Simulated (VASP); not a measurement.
Crystal: TeS2.

```
Te S
1.0
     0.00000    3.27715    3.27715
     3.27715    0.00000    3.27715
     3.27715    3.27715    0.00000
Te S
1 2
Direct
  0.00000 0.00000 0.00000
  0.75000 0.75000 0.75000
  0.25000 0.25000 0.25000
```

The cell was built by a generator and needn't be a form met in nature.

```yaml
Program: VASP 6.6.1
Task: single point
Functional: PBE
Potentials_or_basis: VASP PAW PBE potentials, release 64 (Te, S)
Cutoff: 520 eV
k_mesh: 7 × 7 × 7
Occupations: fermi-dirac, width 0.05 eV
Spin: no spin polarisation
```

On this cell: pressure -0.1 GPa; largest force zero by symmetry; band gap on the k mesh none (metal or under the smearing width).

The same run follows on a disturbed copy (atoms moved at random, drawn with an rms of 0.05 Å):

```
Te S
1.0
     0.00000    3.27715    3.27715
     3.27715    0.00000    3.27715
     3.27715    3.27715    0.00000
Te S
1 2
Direct
  0.99598 0.01010 0.98747
  0.74461 0.76124 0.75632
  0.25965 0.24204 0.25168
```

Question: What does the disturbed cell give?

Answer: The energy (extrapolated to zero smearing) moves by +3.3 meV/atom; pressure 0.1 GPa; largest force 0.193 eV/Å; band gap on the k mesh none (metal or under the smearing width).

Forces in eV/Å, atoms in the order of the input:
```
Te   0.005  0.019 -0.012
S   -0.177  0.065 -0.009
S    0.172 -0.084  0.021
```

Stress tensor (GPa, compression positive):
```
 0.04  0.05 -0.18
 0.05  0.14  0.41
-0.18  0.41  0.03
```
